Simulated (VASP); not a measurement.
# YSi2Ru2: which input changes matter

Aim: change the input of a sound run on YSi2Ru2 piece by piece and see what each change does. All runs use LDA. The start is a cell from a database of measured crystal structures.

Program: VASP 6.6.1. Level of theory: LDA; plane waves and PAW (Y_sv, Si, Ru_pv). Results are calculated unless marked as measured.

The database entry behind the starting cell has ideal inner coordinates that were not refined, so it need not match the best structure at ambient conditions.

**1. Starting point**

The structure is tetragonal, space group I4/mmm (No. 139). Conventional cell: a = 4.156 Å, b = 4.156 Å, c = 9.537 Å, α = 90.00°, β = 90.00°, γ = 90.00°. Y has 8 Ru at 3.16 Å and 10 Si at 3.17 to 3.58 Å nearest. Nearest to Si lie 1 Si at 2.38 Å and 4 Ru at 2.40 Å and 5 Y at 3.17 to 3.58 Å. Nearest to Ru lie 4 Si at 2.40 Å and 4 Ru at 2.94 Å and 4 Y at 3.16 Å. Farther neighbours are not listed.

As a file:

```cif
data_structure
_symmetry_space_group_name_H-M 'I4/mmm'
_symmetry_Int_Tables_number 139
_cell_length_a 4.1557
_cell_length_b 4.1557
_cell_length_c 9.5371
_cell_angle_alpha 90.000
_cell_angle_beta 90.000
_cell_angle_gamma 90.000
_cell_volume 164.70
loop_
_atom_site_label
_atom_site_type_symbol
_atom_site_symmetry_multiplicity
_atom_site_Wyckoff_symbol
_atom_site_fract_x
_atom_site_fract_y
_atom_site_fract_z
_atom_site_occupancy
Y1 Y 2 a 0.00000 0.00000 0.00000 1
Si1 Si 4 e 0.50000 0.50000 0.87500 1
Ru1 Ru 4 d 0.50000 0.00000 0.75000 1
```

**2. Reference run**

A single point writes out density, ELF and potential. LDA, the lowest rung, knows the local density alone.

INCAR reads:

```
SYSTEM = YSi2Ru2
PREC = Accurate
ENCUT = 400
EDIFF = 1E-06
NELM = 100
ISMEAR = -1
SIGMA = 0.05
LREAL = .FALSE.
ALGO = Normal
GGA = CA
NBANDS = 29
LASPH = .TRUE.
LORBIT = 11
LWAVE = .FALSE.
LCHARG = .TRUE.
ISIF = 2
LELF = .TRUE.
LVHAR = .TRUE.
```

POSCAR reads:

```
YSi2Ru2
1.0
   -4.1557000000      0.0000000000      0.0000000000
    0.0000000000      4.1557000000      0.0000000000
    2.0778500000     -2.0778500000     -4.7685500000
Y Si Ru
1 2 2
Direct
    0.0000000000      0.0000000000      0.0000000000
    0.6250000000      0.6250000000      0.2500000000
    0.3750000000      0.3750000000      0.7500000000
    0.7500000000      0.2500000000      0.5000000000
    0.2500000000      0.7500000000      0.5000000000
```

KPOINTS reads:

```
Automatic mesh
0
Gamma
7 7 7
0 0 0
```

PAW data sets: Y_sv, Si and Ru_pv (LDA family, release 64).

Launch:

```
> mpirun -np 4 vasp_std
```

The log of the run:

```text
[banner, memory and clock lines left out]
running    4 mpi-ranks, on    1 nodes
 distrk:  each k-point on    4 cores,    1 groups
 distr:  one band on    1 cores,    4 groups

 POSCAR found type information on POSCAR Y SiRu
 POSCAR found :  3 types and       5 ions
 LDA part: xc-table for (Slater(with rela. corr.)+CA(PZ))
 , standard interpolation
|                                                                             |
|           W    W    AA    RRRRR   N    N  II  N    N   GGGG   !!!           |
|           W    W   A  A   R    R  NN   N  II  NN   N  G    G  !!!           |
|           W    W  A    A  R    R  N N  N  II  N N  N  G       !!!           |
|           W WW W  AAAAAA  RRRRR   N  N N  II  N  N N  G  GGG   !            |
|           WW  WW  A    A  R   R   N   NN  II  N   NN  G    G                |
|           W    W  A    A  R    R  N    N  II  N    N   GGGG   !!!           |
|                                                                             |
|     The number of bands has been changed from the values supplied in        |
|     The orbitals not found in the WAVECAR file will be initialized with     |
|     random numbers, which is usually adequate. For correlated               |
|     calculations, however, you should redo the groundstate calculation.     |
|     I found NBANDS = 29. Now, NBANDS = 32.                                  |
|                                                                             |

 POSCAR, INCAR and KPOINTS ok, starting setup
 FFT: planning ... GRIDC
 FFT: planning ... GRID_SOFT
 FFT: planning ... GRID
 WAVECAR not read
 entering main loop
       N       E                     dE             d eps       ncg     rms          rms(c)
DAV:   1     0.330549567906E+03    0.33055E+03   -0.22327E+04  2672   0.119E+03
DAV:   2    -0.343182466978E+02   -0.36487E+03   -0.34933E+03  2840   0.364E+02
DAV:   3    -0.467927586965E+02   -0.12475E+02   -0.12193E+02  3440   0.630E+01
DAV:   4    -0.472518505232E+02   -0.45909E+00   -0.45830E+00  3824   0.929E+00
DAV:   5    -0.472569766873E+02   -0.51262E-02   -0.51246E-02  3280   0.104E+00    0.333E+01
DAV:   6    -0.452773152941E+02    0.19797E+01   -0.67520E+00  3072   0.160E+01    0.189E+01
DAV:   7    -0.451532977090E+02    0.12402E+00   -0.29334E+00  3624   0.101E+01    0.162E+01
DAV:   8    -0.448350714367E+02    0.31823E+00   -0.15176E+00  3168   0.771E+00    0.545E+00
DAV:   9    -0.448248944079E+02    0.10177E-01   -0.96749E-02  3016   0.189E+00    0.106E+00
DAV:  10    -0.448243074713E+02    0.58694E-03   -0.49073E-03  3248   0.357E-01    0.264E-01
DAV:  11    -0.448242892740E+02    0.18197E-04   -0.55763E-04  3064   0.136E-01    0.717E-02
DAV:  12    -0.448242797302E+02    0.95438E-05   -0.42911E-05  3312   0.415E-02    0.275E-02
DAV:  13    -0.448242794366E+02    0.29367E-06   -0.56825E-06  3400   0.112E-02
   1 F= -.44824279E+02 E0= -.44815446E+02  d E =-.176670E-01
```

Elapsed: 27 s, on 4 MPI ranks of Intel Xeon Platinum 8259CL at 2.50GHz (Skylake/Cascade Lake), shared host; peak memory 0.59 GiB; 90 s of CPU time.

The logs omit lines about the potential files and the build; timing stands in the text.

OUTCAR, selected parts (step 2):

```text
ion  position               nearest neighbor table
   1  0.000  0.000  0.000-   4 3.16   5 3.16   4 3.16   5 3.16   4 3.16   5 3.16   4 3.16   5 3.16
                             2 3.17   2 3.17   2 3.17   3 3.17   3 3.17   3 3.17   2 3.17   3 3.17
   2  0.625  0.625  0.250-   3 2.38   4 2.40   4 2.40   5 2.40   5 2.40   1 3.17   1 3.17   1 3.17
                             1 3.17   1 3.58
   3  0.375  0.375  0.750-   2 2.38   4 2.40   5 2.40   5 2.40   4 2.40   1 3.17   1 3.17   1 3.17
                             1 3.17   1 3.58
   4  0.750  0.250  0.500-   3 2.40   2 2.40   3 2.40   2 2.40   5 2.94   5 2.94   5 2.94   5 2.94
                             1 3.16   1 3.16   1 3.16   1 3.16
   5  0.250  0.750  0.500-   3 2.40   2 2.40   3 2.40   2 2.40   4 2.94   4 2.94   4 2.94   4 2.94
                             1 3.16   1 3.16   1 3.16   1 3.16

  LATTYP: Found a body centered tetragonal cell.
 ALAT       =     4.1557000000
 C/A-ratio  =     2.2949442934

 Subroutine GETGRP returns: Found 16 space group operations
 (whereof 16 operations were pure point group operations)

The static configuration has the point symmetry D_4h.

 Found     40 irreducible k-points:

   k-points           NKPTS =     40   k-points in BZ     NKDIM =     40   number of bands    NBANDS=     32

   dimension x,y,z NGX =    28 NGY =   28 NGZ =   40
   dimension x,y,z NGXF=    56 NGYF=   56 NGZF=   80

   ENCUT  =  400.0 eV  29.40 Ry    5.42 a.u.   6.78  6.78  9.13*2*pi/ulx,y,z

   NELECT =      47.0000    total number of electrons

 k-points in reciprocal lattice and weights: Automatic mesh
   0.00000000  0.00000000  0.00000000       0.003
   0.14285714  0.00000000  0.00000000       0.023
   0.28571429  0.00000000  0.00000000       0.023
   0.42857143  0.00000000  0.00000000       0.023
   0.14285714  0.14285714  0.00000000       0.023
   0.28571429  0.14285714  0.00000000       0.047
   0.42857143  0.14285714  0.00000000       0.047
  -0.42857143  0.14285714 -0.00000000       0.047
  -0.28571429  0.14285714  0.00000000       0.047
[...]
0.00000000  0.00000000  0.42857143       0.006
   0.14285714  0.00000000  0.42857143       0.012

 average (electrostatic) potential at core
       1 -31.7962       2 -81.8862       3 -81.8862       4 -70.8214       5 -70.8214

 E-fermi :   8.3655

 k-point     1 :       0.0000    0.0000    0.0000
  band No.  band energies     occupation
    ...
     20       7.5880      2.00000
     21       7.6922      2.00000
     22       8.0710      1.99447
     23       8.0710      1.99447
     24       8.1614      1.96682
     25       8.5191      0.08845
     26       9.8886      0.00000
     27      11.2985      0.00000
     28      11.3410      0.00000
     29      11.3410      0.00000
    ...

 k-point     2 :       0.1429    0.0000    0.0000
  band No.  band energies     occupation
    ...
     20       7.4090      2.00000
     21       7.7764      1.99998
     22       7.8407      1.99994
     23       8.0423      1.99688
     24       8.1657      1.96388
     25       8.5953      0.01996
     26       9.9879      0.00000
     27      10.4381      0.00000
     28      11.0037      0.00000
     29      12.6316      0.00000
    ...

 k-point     3 :       0.2857    0.0000    0.0000
  band No.  band energies     occupation
    ...
     20       7.2337      2.00000
     21       7.3235      2.00000
     22       7.5193      2.00000
     23       7.6131      2.00000
     24       8.1401      1.97817
     25       9.4252      0.00000
     26       9.5100      0.00000
     27      10.8620      0.00000
     28      11.0688      0.00000
     29      13.1374      0.00000
    ...

  Total       -4.4256372     -4.4256372     -2.8671766      0.0000000     -0.0000000      0.0000000
  in kB      -86.1016891    -86.1016891    -55.7815159      0.0000000     -0.0000000      0.0000000
  external PRESSURE =     -75.9949647 kB  Pullay stress =       0.0000000 kB

  energy-cutoff  :      400.00
  volume of cell :       82.35
      direct lattice vectors                 reciprocal lattice vectors
    -4.155700000  0.000000000  0.000000000    -0.240633347  0.000000000 -0.104853677
     0.000000000  4.155700000  0.000000000     0.000000000  0.240633347 -0.104853677
     2.077850000 -2.077850000 -4.768550000     0.000000000  0.000000000 -0.209707353

 POSITION                                       TOTAL-FORCE (eV/Angst)
 -----------------------------------------------------------------------------------
      0.00000      0.00000      0.00000         0.000000     -0.000000      0.000000
     -2.07785      2.07785     -1.19214        -0.000000      0.000000     -1.282274
      0.00000      0.00000     -3.57641         0.000000     -0.000000      1.282274
     -2.07785      0.00000     -2.38428        -0.000000      0.000000     -0.000000
      0.00000      2.07785     -2.38428        -0.000000     -0.000000      0.000000
 -----------------------------------------------------------------------------------
    total drift:                               -0.000000      0.000000     -0.000000

  FREE ENERGIE OF THE ION-ELECTRON SYSTEM (eV)
  ---------------------------------------------------
  free  energy   TOTEN  =       -44.8242794366 eV

  energy  without entropy=      -44.8066124532  energy(sigma->0) =      -44.81544594

 total charge
# of ion       s       p       d       f       tot
--------------------------------------------------
    1        2.193   6.368   0.958   0.043   9.562
    2        0.760   0.940   0.000   0.000   1.699
    3        0.760   0.940   0.000   0.000   1.699
    4        0.354   6.273   6.185   0.000  12.811
    5        0.354   6.273   6.185   0.000  12.811
--------------------------------------------------
tot          4.420  20.793  13.328   0.043  38.583

[... 3 further parts left out ...]
```

This run has no spin polarisation. Its electron count is odd, so without a moment it is a metal by construction. At this level the cell is under a tension of 7.6 GPa, so at these settings it is away from equilibrium.

This step gave:

```yaml
scf_cycles: 13
electrons: 47
bands: 32
irreducible_k_points: 40
symmetry_operations: 16
free_energy_toten: -44.82 eV
energy_at_zero_smearing: -44.82 eV
fermi_energy: 8.366 eV
pressure: -7.599 GPa
metallic: yes
```

Force by atom:

| atom | x (eV/Å) | y (eV/Å) | z (eV/Å) | size |
| --- | --- | --- | --- | --- |
| Y1 | 0.00 | 0.00 | 0.00 | 0.00 |
| Si2 | 0.00 | 0.00 | -1.28 | 1.28 |
| Si3 | 0.00 | 0.00 | 1.28 | 1.28 |
| Ru4 | 0.00 | 0.00 | 0.00 | 0.00 |
| Ru5 | 0.00 | 0.00 | 0.00 | 0.00 |

Valence density in the ac plane of the conventional cell at fractional y = 0.000, with atoms of Y and Si and Ru within 0.2 Å of it. It is the smooth field of the valence electrons, not physical close to the nuclei.

Values in e/Å³, 24 rows by 14 columns, each cell a mean:
```
 4.1  3.2  1.7  0.6  0.2  0.1  0.1  0.1  0.1  0.1  0.3  1.0  2.4  3.8
 2.0  1.5  0.8  0.3  0.2  0.1  0.1  0.1  0.1  0.1  0.2  0.5  1.1  1.8
 0.4  0.3  0.2  0.2  0.2  0.2  0.3  0.3  0.2  0.2  0.2  0.2  0.3  0.4
 0.1  0.1  0.2  0.2  0.3  0.6  1.0  1.1  0.8  0.5  0.3  0.2  0.1  0.1
 0.1  0.1  0.2  0.3  0.8  2.4  4.3  4.8  3.5  1.5  0.5  0.2  0.2  0.1
 0.2  0.2  0.3  0.5  1.6  4.6  7.4  7.8  6.3  3.1  0.9  0.4  0.2  0.2
 0.3  0.4  0.4  0.6  1.4  3.9  6.6  7.1  5.5  2.6  0.9  0.5  0.4  0.3
 0.3  0.4  0.5  0.5  0.7  1.4  2.6  2.9  2.1  1.0  0.6  0.5  0.5  0.3
-0.1  0.2  0.4  0.4  0.4  0.4  0.5  0.6  0.5  0.4  0.4  0.5  0.4  0.0
 0.1  0.2  0.4  0.3  0.3  0.2  0.2  0.2  0.2  0.2  0.3  0.4  0.3  0.1
 0.4  0.4  0.3  0.2  0.2  0.1  0.1  0.1  0.1  0.1  0.2  0.3  0.4  0.4
 0.5  0.4  0.3  0.2  0.1  0.1  0.1  0.1  0.1  0.1  0.2  0.2  0.4  0.5
 0.5  0.4  0.3  0.2  0.1  0.1  0.1  0.1  0.1  0.1  0.2  0.3  0.4  0.5
 0.3  0.4  0.4  0.3  0.2  0.2  0.1  0.1  0.1  0.2  0.2  0.3  0.4  0.3
-0.1  0.2  0.4  0.4  0.3  0.3  0.3  0.3  0.3  0.3  0.3  0.4  0.3  0.0
 0.1  0.3  0.5  0.5  0.5  0.7  1.0  1.1  0.9  0.6  0.5  0.5  0.4  0.2
 0.3  0.4  0.5  0.5  1.0  2.4  4.3  4.8  3.5  1.6  0.7  0.5  0.4  0.4
 0.3  0.3  0.3  0.5  1.6  4.6  7.3  7.8  6.3  3.1  0.9  0.4  0.3  0.3
 0.2  0.2  0.2  0.4  1.3  3.9  6.6  7.1  5.6  2.6  0.8  0.3  0.2  0.2
 0.1  0.1  0.2  0.3  0.6  1.4  2.6  2.9  2.0  0.9  0.4  0.2  0.1  0.1
 0.2  0.2  0.2  0.2  0.2  0.4  0.5  0.6  0.4  0.3  0.2  0.2  0.2  0.2
 0.9  0.7  0.4  0.2  0.2  0.2  0.2  0.2  0.2  0.2  0.2  0.3  0.5  0.8
 2.9  2.3  1.2  0.4  0.2  0.1  0.1  0.1  0.1  0.1  0.2  0.7  1.7  2.7
 4.6  3.7  2.0  0.7  0.2  0.1  0.1  0.1  0.1  0.1  0.3  1.2  2.8  4.3
```
Columns run along a (4.2 Å), rows up along c (9.5 Å), edges of the conventional cell, whose origin can differ from the input's. Atoms in or near the plane, at fractional coordinates: Y at (0.00, 0.00), Si at (0.00, 0.38), Si at (0.00, 0.63), Ru at (0.50, 0.75), Ru at (0.50, 0.25).

Electrostatic potential energy in the ac plane of the conventional cell at fractional y = 0.000, with atoms of Y and Si and Ru within 0.2 Å of it. With pseudopotentials it is smooth inside the atoms' cores, unlike the true potential.

Values in eV, 24 rows by 14 columns, each cell a mean:
```
-23 -21 -17 -11  -4   0   2   3   2  -1  -7 -14 -19 -23
-18 -16 -12  -7  -1   1   3   3   2   0  -4  -9 -14 -17
 -9  -7  -4  -1   0   1   0   0   1   1   0  -3  -6  -8
  0   0   1   0  -2 -10 -19 -22 -15  -6   0   1   0   0
  2   2   2  -1 -16 -37 -50 -53 -45 -28  -7   1   2   2
  1   1   0  -6 -29 -52 -65 -67 -60 -42 -17  -1   1   1
-10  -7  -4  -6 -26 -48 -61 -64 -56 -39 -15  -3  -5  -9
-61 -43 -17  -6 -10 -26 -39 -42 -34 -18  -6  -9 -28 -54
-78 -74 -36  -8  -2  -3  -7  -9  -5  -2  -4 -17 -57 -78
-77 -67 -30  -6   0   2   2   2   2   1  -2 -14 -48 -75
-37 -24  -9  -2   1   3   3   3   3   2   0  -5 -15 -32
 -7  -5  -2   1   2   3   3   3   3   3   2   0  -3  -6
-13  -9  -4   0   2   3   3   3   3   3   1  -2  -6 -11
-60 -43 -17  -4   1   3   3   3   3   2  -1  -8 -28 -54
-78 -74 -36  -8  -1   1   0   0   1   0  -3 -17 -57 -78
-77 -67 -29  -7  -4 -10 -19 -22 -16  -7  -4 -14 -48 -75
-37 -24  -9  -5 -17 -37 -50 -53 -45 -28 -10  -6 -15 -32
 -3  -2  -1  -6 -29 -52 -65 -67 -60 -42 -17  -2  -2  -3
  2   2   1  -4 -25 -48 -61 -64 -56 -39 -14   0   2   2
  2   2   2   0  -9 -26 -39 -42 -34 -18  -3   1   2   2
 -3  -2  -1   0   0  -3  -7  -9  -5  -1   0   0  -1  -3
-13 -11  -8  -3   0   1   2   2   2   1  -1  -5 -10 -13
-21 -19 -15  -9  -3   1   3   3   2   0  -5 -12 -17 -20
-24 -22 -18 -12  -5   0   2   3   2  -2  -8 -15 -20 -24
```
Columns run along a (4.2 Å; values clipped at the 3rd and 97th percentile), rows up along c (9.5 Å), edges of the conventional cell, whose origin can differ from the input's. Atoms in or near the plane, at fractional coordinates: Y at (0.00, 0.00), Si at (0.00, 0.38), Si at (0.00, 0.63), Ru at (0.50, 0.75), Ru at (0.50, 0.25).

ELF in the ac plane of the conventional cell at fractional y = 0.000, with atoms of Y and Si and Ru within 0.2 Å of it. It is the smooth field of the valence electrons, not physical close to the nuclei.

Ten even steps from '0' (0.04) to '9' (0.87), each cell a mean:
```
78741011102687
76521233211367
21112333322112
01122333322210
22223444442222
44334410243334
55544421343455
35764444445664
03675333346751
23676433356752
87764322345678
99753211124689
99754222234689
66665433346666
02676433356741
14774333346762
46654444444665
55434410243355
33323421343233
11222344432221
00122223222100
44212333321134
77631122211477
78741011002687
```
Columns run along a (4.2 Å), rows up along c (9.5 Å), edges of the conventional cell, whose origin can differ from the input's. Atoms in or near the plane, at fractional coordinates: Y at (0.00, 0.00), Si at (0.00, 0.38), Si at (0.00, 0.63), Ru at (0.50, 0.75), Ru at (0.50, 0.25).

The pressure is -7.60 GPa and the largest force 1.282 eV/Å, so the cell is not at a minimum at these settings.

(Continued in part 2 of 4.)

[Lines on the potential files, build, host, timing and source positions are cut from VASP's logs without a mark.]

[Logs are printed without paths, hosts, clocks, repeated set-up lines and the standing remarks that a program may print on its own settings, such as how far it seeks lower states.]

[Hosts, paths, dates, database ids (printed as entryN), source tags and the programs' standing remarks are cut or masked in the printed files.]

[A measured line is paired with the nearest computed mode of its activity, which favours agreement.]
